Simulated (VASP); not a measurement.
VASP input:

POSCAR:
```
TaTe
1
    3.4197480000     0.0000000000     0.0000000000
    0.0000000000     3.4197480000     0.0000000000
    0.0000000000     0.0000000000     3.4197480000
Ta Te
1 1
Direct
  0.0000000000   0.0000000000   0.0000000000
  0.5000000000   0.5000000000   0.5000000000
```

INCAR:
```
SYSTEM = TaTe
PREC = Accurate
ENCUT = 400
EDIFF = 1E-6
NELM = 100
ALGO = Normal
LREAL = .FALSE.
LASPH = .TRUE.
ISMEAR = 0
SIGMA = 0.05
GGA = PE
LMAXMIX = 6
LWAVE = .FALSE.
LCHARG = .FALSE.
ISIF = 2
ICHARG = 11
```

### KPOINTS
```
Automatic mesh
0
Gamma
6 6 6
0 0 0
```

POTCAR, in this order: Ta_pv Te (PBE.64 set). Program: vasp_std.

The run wrote:

standard output:
```
 POSCAR found type information on POSCAR TaTe
 POSCAR found :  2 types and       2 ions
 Reading from existing POTCAR
 Reading from existing POTCAR
 LDA part: xc-table for (Slater+PW92), standard interpolation
 WARNING: stress and forces are not correct
 POSCAR, INCAR and KPOINTS ok, starting setup
 WAVECAR not read
 WARNING: CHGCAR is incomplete

 -----------------------------------------------------------------------------
|                                                                             |
|     EEEEEEE  RRRRRR   RRRRRR   OOOOOOO  RRRRRR      ###     ###     ###     |
|     E        R     R  R     R  O     O  R     R     ###     ###     ###     |
|     E        R     R  R     R  O     O  R     R     ###     ###     ###     |
|     EEEEE    RRRRRR   RRRRRR   O     O  RRRRRR       #       #       #      |
|     E        R   R    R   R    O     O  R   R                               |
|     E        R    R   R    R   O     O  R    R      ###     ###     ###     |
|     EEEEEEE  R     R  R     R  OOOOOOO  R     R     ###     ###     ###     |
|                                                                             |
|     ICHARG>10                                                               |
|                                                                             |
|       ---->  I REFUSE TO CONTINUE WITH THIS SICK JOB ... BYE!!! <----       |
|                                                                             |
 -----------------------------------------------------------------------------
```

Question: From input and log, find the fault in this run and mend it.

Answer: The cause: ICHARG = 11 asks for a fixed density, but there is no CHGCAR. VASP stops with an error: ERROR: charge density could not be read from file CHGCAR for ICHARG>10 ----> I REFUSE TO CONTINUE WITH THIS SICK JOB ... BYE!!! <---- To mend it, run self-consistently first and keep its CHGCAR, or remove ICHARG. The plain static run on this cell (PBE GGA, plane waves, VASP's PBE PAW potentials (set 64)) converges, and its OSZICAR ends with
```
   1 F= -.14530460E+02 E0= -.14527935E+02  d E =-.504946E-02
```

The structure was generated: TaTe was put into the CsCl type (Pm-3m), which need not be its known phase. The cell was not relaxed at this level. The electron count is odd and the run is not spin-polarised, which forces a metal.
